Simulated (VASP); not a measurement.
Data:

```yaml
crystal:
  lattice:
    - [0.00000, 2.94071, 2.94071]
    - [2.94071, 0.00000, 2.94071]
    - [2.94071, 2.94071, 0.00000]
  atoms:
    - { symbol: Al, position: [0.25000, 0.25000, 0.25000] }
    - { symbol: Al, position: [0.75000, 0.75000, 0.75000] }
    - { symbol: Pt, position: [0.00000, 0.00000, 0.00000] }
```

The numbers are results of PBE GGA with D3 dispersion (Becke-Johnson damping), VASP's PBE PAW potentials (set 64) (plane waves; VASP), not measurements. Run with 520 eV cut-off, Gaussian smearing of 0.050 eV, potentials Al Pt.

Unless said otherwise, spin-orbit coupling is left out, though it shifts the bands of the heavy elements here.

Q: Predict the band gap (along the path) with the smallest direct gap where there is one.

A: 
```yaml
band gap (along the path): none (metal, semimetal or under 0.01 eV)
```

Total energies compare only between runs with the same potentials, cut-off and functional.

The compound is PtAl2 in the fluorite structure. It was relaxed first.
